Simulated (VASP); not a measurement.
# Lu3Si under changes of volume

One of the cells (23.399 Å³/atom); the others are scaled copies at fixed shape and fractional positions:

```
Lu Si
1.0
    -2.17984    2.17984    4.92445
     2.17984   -2.17984    4.92445
     2.17984    2.17984   -4.92445
Lu Si
3 1
Direct
  0.50000 0.50000 0.00000
  0.25000 0.75000 0.50000
  0.75000 0.25000 0.50000
  0.00000 0.00000 0.00000
```

The cell comes from a database or a generator and needn't be the stable form of this composition.

```yaml
Program: VASP 6.6.1
Functional: PBE
Potentials_or_basis: VASP PAW PBE potentials, release 64 (Lu, Si)
Cutoff: 520 eV
k_mesh: 9 × 9 × 9
Occupations: fermi-dirac, width 0.05 eV
Spin: no spin polarisation
```

| volume (Å³/atom) | energy over the lowest point (meV/atom) | pressure (GPa) |
| --- | --- | --- |
| 22.444 | 13.14 | 3.6 |
| 22.922 | ? | ? |
| 23.399 | 0.00 | 0.8 |
| 24.355 | 2.49 | -1.6 |
| 24.832 | 8.77 | -2.6 |

Problem. What does the run at 22.922 Å³/atom give?

Solution. Energy over the lowest point 4.43 meV/atom; pressure 2.1 GPa.

Worked out: A Birch-Murnaghan fit of order 2 (a polynomial in V^(-2/3)) to the other rows has its minimum at 23.70 Å³/atom with B0 = V·E''(V) = 61 GPa at fixed shape and positions, which overstates the stiffness. It gives 4.39 meV/atom at 22.922 Å³/atom, against the run's 4.43, and -dE/dV = 2.2 GPa, against 2.1.

Energies are extrapolated to zero smearing.
